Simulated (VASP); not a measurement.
All values below come from vdW-DF2, VASP's PBE PAW potentials (set 64) (plane waves; VASP).

Input for VASP

INCAR:
```
LWAVE=F
IBRION=2   ! conjugate gradients
SIGMA=0.1   ! width (eV)
NELM=100   ! most electronic steps
SYSTEM=Sr
PREC=Accurate
LREAL=F   ! projection in real space or not
ZAB_VDW=-1.8867
GGA=ML
ISIF=3   ! ions, shape and volume
ISMEAR=1   ! Methfessel-Paxton
LUSE_VDW=T
AGGAC=0.0
LMAXMIX=4
LCHARG=F
ALGO=Normal
EDIFF=1E-6   ! SCF stop (eV)
EDIFFG=-0.01   ! ionic stop
NSW=60   ! most ionic steps
LASPH=T   ! aspherical one-centre terms
ENCUT=520
```

### POSCAR
```
Sr
1
    0.0000000000     3.0400000000     3.0400000000
    3.0400000000     0.0000000000     3.0400000000
    3.0400000000     3.0400000000     0.0000000000
Sr
1
Direct
  0.0000000000   0.0000000000   0.0000000000
```

KPOINTS:
```
Regular mesh
0
G
 9 9 9
```

POTCAR, in this order: Sr_sv (PBE.64 set). Program: vasp_std.

Output of the run:

**OSZICAR**
```
       N       E                     dE             d eps       ncg     rms          rms(c)
DAV:   1     0.395712609305E+02    0.39571E+02   -0.49622E+03   630   0.960E+02
DAV:   2     0.252045968142E+01   -0.37051E+02   -0.36774E+02   695   0.167E+02
DAV:   3     0.923445772793E+00   -0.15970E+01   -0.15895E+01   917   0.279E+01
DAV:   4     0.852041936805E+00   -0.71404E-01   -0.71368E-01   986   0.515E+00
DAV:   5     0.851175984551E+00   -0.86595E-03   -0.86575E-03   967   0.382E-01    0.987E+00
DAV:   6     0.849104056309E+00   -0.20719E-02   -0.68422E-03   786   0.733E-01    0.586E+00
DAV:   7     0.847042276209E+00   -0.20618E-02   -0.14543E-02   675   0.106E+00    0.693E-02
DAV:   8     0.846513889950E+00   -0.52839E-03   -0.13214E-03   981   0.287E-01    0.689E-02
DAV:   9     0.846421040838E+00   -0.92849E-04   -0.85873E-05   775   0.697E-02    0.317E-02
DAV:  10     0.846396232305E+00   -0.24809E-04   -0.63884E-05   692   0.632E-02    0.409E-03
DAV:  11     0.846396047975E+00   -0.18433E-06   -0.74835E-07   950   0.579E-03
   1 F= 0.84639605E+00 E0= 0.84562731E+00  d E =0.846396E+00
       N       E                     dE             d eps       ncg     rms          rms(c)
DAV:   1     0.817698659920E+00   -0.28698E-01   -0.67559E-01   734   0.675E+00    0.109E+00
DAV:   2     0.838989505724E+00    0.21291E-01   -0.59336E-02   691   0.240E+00    0.505E-01
DAV:   3     0.845721988515E+00    0.67325E-02   -0.38113E-02   950   0.126E+00    0.330E-01
DAV:   4     0.845008150465E+00   -0.71384E-03   -0.93401E-04   724   0.310E-01    0.155E-01
DAV:   5     0.844484843883E+00   -0.52331E-03   -0.19028E-03   862   0.197E-01    0.349E-02
DAV:   6     0.844482766947E+00   -0.20769E-05   -0.22150E-05   761   0.468E-02    0.115E-02
DAV:   7     0.844485035500E+00    0.22686E-05   -0.23127E-06   715   0.150E-02    0.261E-03
DAV:   8     0.844484708689E+00   -0.32681E-06   -0.12967E-06   523   0.735E-03
   2 F= 0.84448471E+00 E0= 0.84370965E+00  d E =-.191134E-02
       N       E                     dE             d eps       ncg     rms          rms(c)
DAV:   1     0.829566156208E+00   -0.14919E-01   -0.36532E-01   738   0.497E+00    0.806E-01
DAV:   2     0.841163489244E+00    0.11597E-01   -0.31951E-02   690   0.175E+00    0.376E-01
DAV:   3     0.844807646702E+00    0.36442E-02   -0.20611E-02   948   0.923E-01    0.249E-01
DAV:   4     0.844406101554E+00   -0.40155E-03   -0.47300E-04   715   0.220E-01    0.117E-01
DAV:   5     0.844122560299E+00   -0.28354E-03   -0.10859E-03   853   0.150E-01    0.259E-02
DAV:   6     0.844122034427E+00   -0.52587E-06   -0.12134E-05   732   0.344E-02    0.915E-03
DAV:   7     0.844123908000E+00    0.18736E-05   -0.16642E-06   504   0.133E-02    0.271E-03
DAV:   8     0.844123476970E+00   -0.43103E-06   -0.63514E-07   387   0.575E-03
   3 F= 0.84412348E+00 E0= 0.84335692E+00  d E =-.227257E-02
```

File OUTCAR:
```
------------------------ aborting loop because EDIFF is reached ----------------------------------------
  FORCE on cell =-STRESS in cart. coord.  units (eV):
  Direction    XX          YY          ZZ          XY          YZ          ZX
  --------------------------------------------------------------------------------------
  Total        0.0051281      0.0051281      0.0051281     -0.0000000     -0.0000000      0.0000000
  in kB        0.1513360      0.1513360      0.1513360     -0.0000000     -0.0000000      0.0000000
  external PRESSURE =       0.1513360 kB  Pullay stress =       0.0000000 kB
  volume of cell :       54.29
      direct lattice vectors                 reciprocal lattice vectors
    -0.000000000  3.005367366  3.005367366    -0.166369012  0.166369012  0.166369012
     3.005367366 -0.000000000  3.005367366     0.166369012 -0.166369012  0.166369012
     3.005367366  3.005367366  0.000000000     0.166369012  0.166369012 -0.166369012
 POSITION                                       TOTAL-FORCE (eV/Angst)
 -----------------------------------------------------------------------------------
      0.00000      0.00000      0.00000         0.000000      0.000000     -0.000000
 -----------------------------------------------------------------------------------
    total drift:                                0.000000      0.000000     -0.000000
  FREE ENERGIE OF THE ION-ELECTRON SYSTEM (eV)
  ---------------------------------------------------
  free  energy   TOTEN  =         0.8441234770 eV

  energy  without entropy=        0.8418238116  energy(sigma->0) =        0.84335692

 reached required accuracy - stopping structural energy minimisation
```
(Selected blocks of OUTCAR.)

### CONTCAR
```
Sr
   1.00000000000000
    -0.0000000000000000    3.0053673656348630    3.0053673656348630
     3.0053673656348630   -0.0000000000000000    3.0053673656348630
     3.0053673656348630    3.0053673656348630    0.0000000000000000
  Sr
     1
Direct
     0.0000000000000000    0.0000000000000000    0.0000000000000000
```

Energy and stress use the plane-wave basis of the starting cell.

The compound is Sr in the fcc structure. This run relaxes it. Symmetry was kept, so distortions that lower it aren't found.
